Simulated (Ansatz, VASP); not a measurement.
**Cross-check of LuH2 between VASP and Ansatz**

One calculation is typed for both programs; each brings its own data sets. How far apart do they land? The cell is taken from a series of runs on this material, whose earlier steps may have relaxed, scaled, displaced or heated it; both programs get it as it stands.

Calculated with Ansatz 0.2.0; plane waves, with VASP 6.6.1 beside it; relaxation of cell and atoms at PBEsol and zone-centre phonons at PBEsol.

## 1. The structure

The structure is cubic, space group Fm-3m (No. 225). The conventional cell has a = 4.954 Å, b = 4.954 Å, c = 4.954 Å, α = 90.00°, β = 90.00°, γ = 90.00°. Lu has 8 H at 2.14 Å nearest. Nearest to H lie 4 Lu at 2.14 Å. Farther neighbours are not listed.

As a file:

```
Lu H
1.0
     0.00000    2.47679    2.47679
     2.47679    0.00000    2.47679
     2.47679    2.47679    0.00000
Lu H
1 2
Direct
  0.00000 0.00000 0.00000
  0.25000 0.25000 0.25000
  0.75000 0.75000 0.75000
```

## 2. VASP: relaxation of cell and atoms, PBEsol

The relaxed volume is the usual yardstick between codes: in a stiff, nearly cubic crystal its relative difference is about their pressure difference at one cell divided by the bulk modulus.

Lines of VASP's logs that name or quote its potential files are left out, and so is its time.

The input, INCAR:

```
SYSTEM = LuH2
PREC = Accurate
ENCUT = 500
EDIFF = 1E-07
NELM = 120
ISMEAR = 1
SIGMA = 0.15
LREAL = .FALSE.
ALGO = Normal
GGA = PS
NBANDS = 11
LORBIT = 11
LWAVE = .FALSE.
LCHARG = .FALSE.
ISIF = 3
IBRION = 2
NSW = 80
EDIFFG = -0.005
LASPH = .TRUE.
GGA_COMPAT = .FALSE.
NELMIN = 4
KPAR = 2
```

The input, POSCAR:

```
LuH2
1.0
    0.0000000000      2.4767930000      2.4767930000
    2.4767930000      0.0000000000      2.4767930000
    2.4767930000      2.4767930000      0.0000000000
Lu H
1 2
Direct
    0.0000000000      0.0000000000      0.0000000000
    0.2500001009      0.2500001009      0.2500001009
    0.7500001009      0.7500001009      0.7500001009
```

The input, KPOINTS:

```
Automatic mesh
0
Gamma
16 16 16
0 0 0
```

PAW data sets: Lu_3 and H (PBE family, release 64).

Launch:

```bash
$ mpirun -np 2 vasp_std
```

Numbers of over 12 decimals in the logs are rounded to 6 here.

The log of the run:

```text
[banner, memory and clock lines left out]
running    2 mpi-ranks, on    1 nodes
 distrk:  each k-point on    1 cores,    2 groups
 distr:  one band on    1 cores,    1 groups

 POSCAR found type information on POSCAR LuH
 POSCAR found :  2 types and       3 ions
|                                                                             |
|               ----> ADVICE to this user running VASP <----                  |
|                                                                             |
|     You enforced a specific xc type in the INCAR file but a different       |
|     [... a line on the potential file left out ...]
|     I HOPE YOU KNOW WHAT YOU ARE DOING!                                     |
|                                                                             |

 LDA part: xc-table for (Slater+PW92), standard interpolation
 POSCAR, INCAR and KPOINTS ok, starting setup
 FFT: planning ... GRIDC
 FFT: planning ... GRID_SOFT
 FFT: planning ... GRID
 WAVECAR not read
 entering main loop
       N       E                     dE             d eps       ncg     rms          rms(c)
DAV:   1     0.147205068534E+02    0.14721E+02   -0.52451E+03  4923   0.103E+03
DAV:   2    -0.134001172387E+02   -0.28121E+02   -0.26807E+02  5148   0.377E+02
DAV:   3    -0.142264001664E+02   -0.82628E+00   -0.82112E+00  5158   0.586E+01
DAV:   4    -0.142312099407E+02   -0.48098E-02   -0.48079E-02  4943   0.190E+00
DAV:   5    -0.142312283974E+02   -0.18457E-04   -0.18454E-04  4722   0.953E-02    0.264E+01
DAV:   6    -0.138011603912E+02    0.43007E+00   -0.35260E-01  5173   0.905E+00    0.165E+01
DAV:   7    -0.137081852596E+02    0.92975E-01   -0.54789E-01  5188   0.109E+01    0.179E+00
DAV:   8    -0.136950406289E+02    0.13145E-01   -0.57008E-02  5340   0.378E+00    0.205E-01
DAV:   9    -0.136948185237E+02    0.22211E-03   -0.20531E-03  5159   0.577E-01    0.783E-02
DAV:  10    -0.136948166468E+02    0.18769E-05   -0.16299E-04  5187   0.163E-01    0.864E-02
DAV:  11    -0.136948127549E+02    0.38919E-05   -0.18337E-05  5251   0.675E-02    0.779E-03
DAV:  12    -0.136948129457E+02   -0.19074E-06   -0.63169E-07  4091   0.708E-03    0.237E-03
DAV:  13    -0.136948129983E+02   -0.52588E-07   -0.14524E-08  2324   0.117E-03
   1 F= -.13694813E+02 E0= -.13694632E+02  d E =-.136948E+02
 curvature:   0.00 expect dE= 0.000E+00 dE for cont linesearch  0.000E+00
 trial: gam= 0.00000 g(F)=  0.379E-42 g(S)=  0.253E-03 ort = 0.000E+00 (trialstep = 0.100E+01)
 search vector abs. value=  0.253E-03
 bond charge predicted
       N       E                     dE             d eps       ncg     rms          rms(c)
DAV:   1    -0.136953112491E+02   -0.49830E-03   -0.11163E-02  3229   0.333E+00    0.169E-01
DAV:   2    -0.136950599174E+02    0.25133E-03   -0.46302E-04  4981   0.415E-01    0.935E-02
DAV:   3    -0.136949476929E+02    0.11222E-03   -0.28368E-04  4898   0.394E-01    0.476E-02
DAV:   4    -0.136949465091E+02    0.11838E-05   -0.89994E-06  4520   0.313E-02    0.254E-02
DAV:   5    -0.136949458693E+02    0.63978E-06   -0.16637E-06  4881   0.148E-02    0.337E-03
DAV:   6    -0.136949459176E+02   -0.48236E-07   -0.43763E-08  2297   0.225E-03
   2 F= -.13694946E+02 E0= -.13694766E+02  d E =-.132919E-03
 trial-energy change:   -0.000133  1 .order   -0.000136   -0.000253   -0.000019
 step:   1.0863(harm=  1.0794)  dis= 0.00000  next Energy=   -13.694947 (dE=-0.134E-03)
 reached required accuracy - stopping structural energy minimisation
```

From OUTCAR (step 2):

```text
ion  position               nearest neighbor table
   1  0.000  0.000  0.000-   3 2.14   2 2.14   2 2.14   2 2.14   3 2.14   3 2.14   3 2.14   2 2.14

  LATTYP: Found a face centered cubic cell.
 ALAT       =     4.9535860000

 Subroutine GETGRP returns: Found 48 space group operations
 (whereof 48 operations were pure point group operations)

The static configuration has the point symmetry O_h .

 Found    145 irreducible k-points:

   k-points           NKPTS =    145   k-points in BZ     NKDIM =    145   number of bands    NBANDS=     11

   dimension x,y,z NGX =    28 NGY =   28 NGZ =   28
   dimension x,y,z NGXF=    56 NGYF=   56 NGZF=   56

   ENCUT  =  500.0 eV  36.75 Ry    6.06 a.u.   6.39  6.39  6.39*2*pi/ulx,y,z

   NELECT =      11.0000    total number of electrons

 k-points in reciprocal lattice and weights: Automatic mesh
   0.00000000  0.00000000  0.00000000       0.000
   0.06250000  0.00000000  0.00000000       0.002
   0.12500000  0.00000000  0.00000000       0.002
   0.18750000  0.00000000  0.00000000       0.002
   0.25000000  0.00000000  0.00000000       0.002
   0.31250000  0.00000000  0.00000000       0.002
   0.37500000  0.00000000  0.00000000       0.002
   0.43750000  0.00000000  0.00000000       0.002
   0.50000000  0.00000000  0.00000000       0.001
[...]
-0.31250000  0.50000000  0.18750000       0.003
  -0.25000000  0.50000000  0.25000000       0.001

 average (electrostatic) potential at core
       1 -31.6770       2 -33.2219       3 -33.2219

 E-fermi :   3.1842

 k-point     1 :       0.0000    0.0000    0.0000
  band No.  band energies     occupation
      1     -23.1158      2.00000
      2     -23.1158      2.00000
      3     -23.1158      2.00000
      4      -6.2761      2.00000
      5       2.4025      2.00000
      6       4.6621     -0.00000
      7       4.6621     -0.00000
      8       4.6621     -0.00000
      9       7.6583      0.00000
     10       7.6583      0.00000
    ...

 k-point     2 :       0.0625    0.0000    0.0000
  band No.  band energies     occupation
      1     -23.1371      2.00000
      2     -23.1183      2.00000
      3     -23.1183      2.00000
      4      -6.1780      2.00000
      5       1.9495      2.00000
      6       4.7160     -0.00000
      7       4.7160     -0.00000
      8       5.2293     -0.00000
      9       7.5834      0.00000
     10       7.5834      0.00000
    ...

 k-point     3 :       0.1250    0.0000    0.0000
  band No.  band energies     occupation
      1     -23.1974      2.00000
      2     -23.1256      2.00000
      3     -23.1256      2.00000
      4      -5.8939      2.00000
      5       1.1529      2.00000
      6       4.8561     -0.00000
      7       4.8561     -0.00000
      8       6.3437      0.00000
      9       7.4183      0.00000
     10       7.4183      0.00000
    ...

  Total        0.0053256      0.0053256      0.0053256     -0.0000000     -0.0000000      0.0000000
  in kB        0.2798117      0.2798117      0.2798117     -0.0000000     -0.0000000      0.0000000
  external PRESSURE =       0.2798117 kB  Pullay stress =       0.0000000 kB

  energy-cutoff  :      500.00
  volume of cell :       30.49
      direct lattice vectors                 reciprocal lattice vectors
     0.000000000  2.479677508  2.479677508    -0.201639124  0.201639124  0.201639124
     2.479677508 -0.000000000  2.479677508     0.201639124 -0.201639124  0.201639124
     2.479677508  2.479677508 -0.000000000     0.201639124  0.201639124 -0.201639124

 POSITION                                       TOTAL-FORCE (eV/Angst)
 -----------------------------------------------------------------------------------
      0.00000      2.47968      2.47968        -0.000000     -0.000000     -0.000000
      1.23984      1.23984      1.23984         0.000000      0.000000      0.000000
      3.71952      3.71952      3.71952        -0.000000     -0.000000     -0.000000
 -----------------------------------------------------------------------------------
    total drift:                               -0.000039     -0.000039     -0.000039

  FREE ENERGIE OF THE ION-ELECTRON SYSTEM (eV)
  ---------------------------------------------------
  free  energy   TOTEN  =       -13.6949459176 eV

  energy  without entropy=      -13.6944074296  energy(sigma->0) =      -13.69476642

 reached required accuracy - stopping structural energy minimisation

 total charge
# of ion       s       p       d       tot
------------------------------------------
    1        0.361   6.687   1.168   8.216
    2        0.563   0.008   0.000   0.572
    3        0.563   0.008   0.000   0.572
--------------------------------------------------
tot          1.488   6.704   1.168   9.359

[... 3 further parts left out ...]
```

The data set Lu_3 holds the 4f electrons frozen in the core, so no f bands or f moments appear.

## 3. Ansatz: relaxation of cell and atoms, PBEsol

Ansatz runs on norm-conserving files, of PseudoDojo where its log says so.

The same cell, functional, mesh and smearing now go to Ansatz, which takes its cutoff from its data sets.

The input, input.yaml:

```yaml
crystal:
  lattice:
    - [0.0, 2.4767933582, 2.4767933582]
    - [2.4767933582, 0.0, 2.4767933582]
    - [2.4767933582, 2.4767933582, 0.0]
  atoms:
    - { symbol: Lu, position: [0.0, 0.0, 0.0] }
    - { symbol: H, position: [0.25, 0.25, 0.25] }
    - { symbol: H, position: [0.75, 0.75, 0.75] }
kpoints:
  mp_grid: { grid: [16, 16, 16] }
hamiltonian:
  xc: pbesol
  pseudopotentials: { kind: nc }
scf:
  occupations: { method: methfessel_paxton, width: 0.15 }
output:
  forces: true
  stress: true
  eigenvalues: true
relax:
  adjacent_minimum: "off"
  f_tol: 0.001
  max_steps: 60
  cell: { stress_tol: 0.01 }
```

Launch:

```bash
$ ansatz run input.yaml --threads 4 --pin off --max-ram 7168MiB --backend cpu --events-out ev --progress --plain --runs-dir out
```

The log of the run:

```text
Engine: ansatz 0.2.0, aarch64-unknown-linux-gnu
Pseudopotentials: kind: nc
Pseudopotential: Lu, nc, valence charge 25, recommended cutoff 1360.569312 eV (normal), Lu.nc.azcp (PseudoDojo's, or run here from an input of PseudoDojo's: the run reads no file of this project's for it)
Pseudopotential: H, nc, valence charge 1, recommended cutoff 979.609905 eV (normal), H.nc.azcp (PseudoDojo's, or run here from an input of PseudoDojo's: the run reads no file of this project's for it)
Functional definition: PBEsol
  exchange = pbesol_x
  correlation = pbesol_c
Crystal: 3 atoms, lattice volume = 30.388 Å³
Basis set: ecut = 1360.569312 eV, 3479 PW (Γ), exchange–correlation on 90×90×90 points (8 copies of the dense FFT grid, shifted against one another)
Bands: 18, of which v1, the nominal top of the filled ones, is band 14 counted from 1 (13 counted from 0)
Symmetry: 48 space group operations
Space group: Fm-3m (ITA 225), of the structure as read, at distance tolerance 3.1e-5 Å
k-points: 145 of 4096
Non-local potential: Lu, projectors of the file, l = 0: 2, l = 1: 2, l = 2: 2, l = 3: 2
Non-local potential: H, projectors of the file, l = 0: 2, l = 1: 1
Initial density: superposition of atomic densities (chi_scale 0.1, normalization cell, long waves kept (reshape's long-wave potential 0.00 eV rms))
Initial wavefunctions: pseudopotential atomic-orbital guess
Functional: x = pbesol(κ = 0.804, μ = 0.123457), c = pbesol(β = 0.046)
SCF iter   1: F=—  HF=-6740.723899 eV  |F-HF|=—  |Δ(HF+E_count)|=         —  Δρ=8.90e-2  dr2=2.06e0  ethr=3.10e-3  ⟨swp⟩=5.0  Hψ=10818  notcnv=0
preconditioner: auto → Kerker (q_TF=auto, 2.675 Å⁻¹)  [metal: Δε(μ)=0.018 eV  Ē_g=13.389 eV  σ=0.150 eV  W_gap=0.10  n_scr=14 (ndim 8)  ℏωp=33.7 eV  f_vac=0.000  D(μ)=0.66/eV (n_scr^D=0)]
SCF iter   2: F=—  HF=-6740.173995 eV  |F-HF|=—  |Δ(HF+E_count)|=   5.50e-1  S|Δr|=    0.00e0  Δρ=4.16e-2  dr2=5.57e-1  ethr=3.10e-3  ⟨swp⟩=4.0  Hψ=6766  notcnv=0  defer=53
SCF iter   3: F=—  HF=-6739.962725 eV  |F-HF|=—  |Δ(HF+E_count)|=   2.11e-1  S|Δr|=    0.00e0  Δρ=9.16e-3  dr2=2.55e-2  ethr=2.06e-3  ⟨swp⟩=3.0  Hψ=4791  notcnv=0  defer=52
SCF iter   4: F=—  HF=-6739.955303 eV  |F-HF|=—  |Δ(HF+E_count)|=   7.42e-3  S|Δr|=    0.00e0  Δρ=2.78e-3  dr2=1.26e-3  ethr=9.43e-5  ⟨swp⟩=1.5  Hψ=4000  notcnv=0  defer=50
SCF iter   5: F=—  HF=-6739.955614 eV  |F-HF|=—  |Δ(HF+E_count)|=   3.11e-4  S|Δr|=    0.00e0  Δρ=4.51e-4  dr2=5.76e-5  ethr=4.67e-6  ⟨swp⟩=2.0  Hψ=3902  notcnv=0  defer=50
SCF iter   6: F=—  HF=-6739.955807 eV  |F-HF|=—  |Δ(HF+E_count)|=   1.93e-4  S|Δr|=    0.00e0  Δρ=1.55e-4  dr2=5.21e-6  ethr=2.13e-7  ⟨swp⟩=2.1  Hψ=3988  notcnv=0  defer=50
SCF iter   7: F=-6739.955806 eV  HF=-6739.955806 eV  |F-HF|=1.22e-8  |Δ(HF+E_count)|=   1.25e-6  S|Δr|=    0.00e0  Δρ=1.98e-5  dr2=8.18e-8  ethr=3.70e-10  ⟨swp⟩=8.5  Hψ=16459  notcnv=0
SCF 1 converged in 7 iterations: F = -6739.955806 eV  dr2 = 8.18e-8
relax step   1: F+E_penalty+E_count = -6739.95580609 eV  Δ(F+E_penalty+E_count) = +0.000e0 eV  max|allowed force component| = 1.717e-19 eV/Å  Δτ_max = 0.0000 Å  P = +0.036 GPa  Ω = 30.388 Å³  (7 SCF iters, dr2 threshold 1.00e-7 eV, accepted)
[...]
relax step   2: F+E_penalty+E_count = -6739.95580100 eV  Δ(F+E_penalty+E_count) = +5.085e-6 eV  max|allowed force component| = 2.662e-18 eV/Å  Δτ_max = 0.0000 Å  P = -0.065 GPa  Ω = 30.419 Å³  energy of the carried Pulay correction = -2.275e-6 eV  (4 SCF iters, dr2 threshold 3.24e-9 eV, rejected (line search))
[...]
relax step   3: F+E_penalty+E_count = -6739.95580655 eV  Δ(F+E_penalty+E_count) = -4.614e-7 eV  max|allowed force component| = 2.614e-18 eV/Å  Δτ_max = 0.0000 Å  P = +0.000 GPa  Ω = 30.399 Å³  energy of the carried Pulay correction = -8.123e-7 eV  (7 SCF iters, accepted)
[...]
relax step   4: F+E_penalty+E_count = -6739.95580709 eV  Δ(F+E_penalty+E_count) = -5.355e-7 eV  max|allowed force component| = 2.530e-18 eV/Å  Δτ_max = 0.0000 Å  P = +0.000 GPa  Ω = 30.399 Å³  stress off target by 8.92e-5 GPa  SCF on the basis re-selected at this cell (its energy is not comparable with the rows above)  (8 SCF iters)
basis re-selected at this cell: Δ(F+E_penalty+E_count) = -5.355e-7 eV, ΔP = +0.000 GPa vs the last step (what re-selecting the basis moved, of the pressure what is left beyond the Pulay correction that the steps carried, after the strain that the cell walked since its last selection, with what the two solves' SCF thresholds leave and, on support functions, any second-order correction that the steps lacked; it is no m [...]
SCF converged after 8 iterations
Stability not checked: this state was not tested for a lower state beside it, because cold or Methfessel-Paxton smearing, or corrected tetrahedra, fill the levels in a way that the test cannot read (fill_not_monotonic; see scf.lower_state_search)
Free energy (F): -6739.955807 eV
Harris-Foulkes:  -6739.955807 eV  (|F-HF|=0.00e0)
Internal energy: -6739.955415 eV  (E = F + TS)
E sigma→0 (E₀):  -6739.955709 eV
Entropy (-TS):   -0.000392 eV (-0.131 meV/atom)
Fermi energy:    14.751933 eV
--- Per-component energies (eV) ---
  E_band       = 38.885232
  E_kinetic    = 4212.978368
  E_local      = -6454.381612  (includes V_loc(G=0)·N_el)
  E_nonlocal   = -1468.519857
  E_hartree    = 2290.835333
  E_xc         = -1023.406196
  E_vxc        = -832.862300  (∫ρ·V_xc dr)
  E_ewald      = -4297.461451
  E_smearing   = -0.000392  (= −TS)
  E_closure    = -0.000000  (closes the sum)
  Σ components = -6739.955807   (vs F -6739.955807, Δ=0.00e0)
--- Forces (eV/Å), atoms counted from 1 ---
  atom   1  Lu    -0.00000000     0.00000000     0.00000000
  atom   2  H     -0.00000000    -0.00000000    -0.00000000
  atom   3  H      0.00000000     0.00000000     0.00000000
  max |Σ_I F_I| component: 2.89e-19 eV/Å
--- Stress (GPa, compression-positive) ---
        0.000089      -0.000000      -0.000000
        0.000000       0.000089      -0.000000
        0.000000      -0.000000       0.000089
  P = ⅓ Tr σ = 0.0001 GPa (0.001 kbar)
--- Band table (eV; the first three rows and the last of 145) ---
  k-point 0: bands = [... 10 lower, 10.1915, 10.1915, 14.4598, 16.1633, 16.1633, 16.1633, 19.1403, 19.1403]
  k-point 1: bands = [... 10 lower, 10.1879, 10.1916, 13.9314, 16.2187, 16.2187, 16.8062, 19.0696, 19.0696]
  k-point 2: bands = [... 10 lower, 10.1780, 10.1919, 13.0977, 16.3626, 16.3626, 17.9598, 18.9138, 18.9138]
  k-point 144: bands = [... 10 lower, 10.1585, 10.4377, 10.4377, 13.6099, 16.5786, 21.0870, 21.5448, 21.5448]
--- Relaxed structure (3 steps of the walk, 2 accepted, 1 SCFs on fresh bases) ---
  F+E_penalty+E_count = -6739.95580709 eV   max|allowed force component| = 2.530e-18 eV/Å   (the final SCF, on the basis selected at the relaxed cell)
  cell:  # Å, volume = 30.3990 Å³
    - [0, 2.477098, 2.477098]
    - [2.477098, 0, 2.477098]
    - [2.477098, 2.477098, 0]
  atoms:
    - { symbol: Lu, position: [0, 0, 0] }
    - { symbol: H, position: [0.25, 0.25, 0.25] }
    - { symbol: H, position: [0.75, 0.75, 0.75] }
```

In the SCF lines HF is the Harris–Foulkes energy and dr2 the Hartree energy of the density residual, in eV; the loop may stop once dr2 is under the threshold and the program's other checks hold. Hψ counts applications of the Hamiltonian.

## 4. Side by side

Known differences besides the potentials themselves: the data sets hold 27 valence electrons in Ansatz (on norm-conserving files, of PseudoDojo where its log says so) and 11 in VASP; the cutoff is 1360.57 eV in Ansatz and 500 eV in VASP; Ansatz adds a Pulay correction to the stress that steers its cell, VASP none. Total energies have different zeros and are not compared.

Compared:

```csv
quantity,Ansatz,VASP,difference
volume (Å³),30.40,30.49,-0.31 %
"edge a after relaxation, in the typed setting (Å)",3.503,3.507,-0.11 %
```

(Continued in part 2 of 2.)

[Lines on the potential files, build, host, timing and source positions are cut from VASP's logs without a mark.]

[Logs are printed without paths, hosts, clocks, repeated set-up lines and the standing remarks that a program may print on its own settings, such as how far it seeks lower states.]

[Hosts, paths, dates, database ids (printed as entryN), source tags and the programs' standing remarks are cut or masked in the printed files.]
